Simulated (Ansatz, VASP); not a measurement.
One calculation of B2O, two programs

The input INCAR:

```
SYSTEM = B2O
PREC     = Accurate       ! precision mode
ENCUT    = 600            ! plane-wave cutoff, eV
EDIFF    = 1E-7           ! SCF threshold, eV
ISMEAR   = 0              ! smearing method
SIGMA    = 0.1            ! smearing width, eV
LREAL    = .FALSE.        ! projectors in reciprocal space
LASPH    = .TRUE.         ! aspherical terms in the spheres
NELM     = 100            ! most SCF steps
ALGO     = Normal         ! electronic algorithm
ISIF     = 3              ! what is computed and relaxed
LWAVE    = .FALSE.        ! write WAVECAR
LCHARG   = .FALSE.        ! write CHGCAR
GGA      = CA             ! functional
IBRION   = 2              ! ionic algorithm
NSW      = 100            ! ionic steps
EDIFFG   = -0.005         ! ionic threshold
```

File KPOINTS:

```
regular mesh
0
G
  16 16 16
  0 0 0
```

POSCAR

```
B2O
1.0
    0.0000000000      2.3892697045      2.3892697045
    2.3892697045      0.0000000000      2.3892697045
    2.3892697045      2.3892697045      0.0000000000
B O
2 1
Direct
    0.2500000000      0.2500000000      0.2500000000
    0.7500000000      0.7500000000      0.7500000000
    0.0000000000      0.0000000000      0.0000000000
```

Input for Ansatz:

```yaml
crystal:
  lattice:
    - [0.0, 2.3892697045, 2.3892697045]
    - [2.3892697045, 0.0, 2.3892697045]
    - [2.3892697045, 2.3892697045, 0.0]
  atoms:
    - { symbol: B, position: [0.25, 0.25, 0.25] }
    - { symbol: B, position: [0.75, 0.75, 0.75] }
    - { symbol: O, position: [0.0, 0.0, 0.0] }
basis:
  ecutwfc: 420
kpoints:
  mp_grid: { grid: [16, 16, 16] }
hamiltonian:
  xc: lda
scf:
  occupations: { method: gaussian, width: 0.1 }
output:
  forces: true
  stress: true
  eigenvalues: true
relax:
  adjacent_minimum: "off"
  f_tol: 0.005
  max_steps: 80
  cell: { stress_tol: 0.05 }
```

The cell comes from a database or a generator and needn't be the stable form of this composition.

Alike in both runs: task relaxation of cell and atoms; functional LDA; k mesh 16 × 16 × 16; occupations gaussian, width 0.1 eV; no spin polarisation.

|  | VASP | Ansatz |
| --- | --- | --- |
| version | VASP 6.6.1 | Ansatz 0.2.0 |
| potentials or method | VASP PAW LDA potentials, release 64 (B, O) | scalar-relativistic, plane waves, PAW |
| plane-wave cutoff (eV) | 600 | 420 |
| valence electrons in the cell | 12 | 12 |

Ansatz gave:

| Property | Result |
| --- | --- |
| gap on the k mesh at the Fermi level, each at its own relaxed structure (eV) | none |
| relaxed volume (Å³/atom) | 8.98 |
| relaxed cell length with the largest relative difference (Å) | 3.364 |

Q: What did VASP give for the same quantities?

A: gap on the k mesh at the Fermi level, each at its own relaxed structure (eV): none; relaxed volume (Å³/atom): 8.96; relaxed cell length with the largest relative difference (Å): 3.362.

A gap of «none» marks a metal or a gap that the smearing closes.
